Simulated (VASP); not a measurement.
Input:

```xyz
2
Lattice="1.4221 -2.4632 0.0000 1.4221 2.4632 0.0000 0.0000 0.0000 2.7838" Properties=species:S:1:pos:R:3 pbc="T T T"
W      0.0000     0.0000     0.0000
C      1.4221     0.8211     1.3919
```

Level of theory: LDA (Ceperley-Alder, Perdew-Zunger), VASP's LDA PAW potentials (set 64) (plane waves; VASP 6.6.1). Settings: 620 eV cut-off, 15×15×13 Γ-centred mesh, first-order Methfessel-Paxton smearing of 0.10 eV, potentials W_sv C.

Task: The ions, cell shape and volume at an external pressure of 30.0 GPa are relaxed. What does this cell relax into?

Result: 
```xyz
2
Lattice="1.4123 -2.4462 0.0000 1.4123 2.4462 0.0000 0.0000 0.0000 2.7692" Properties=species:S:1:pos:R:3 pbc="T T T"
W      0.0000     0.0000     0.0000
C      1.4123     0.8154     1.3846
```
Space group P-6m2 (187), at a tolerance of 0.03 Å.

Task: How do energy and volume change from the first to the last step?

Result: The energy (σ→0) changes by +28.8 meV/atom and the volume by -1.9 %, in 7 ionic steps.

The compound is WC in the wc structure. This run relaxes it under an external pressure of 30 GPa. Symmetry was kept, so distortions that lower it aren't found.
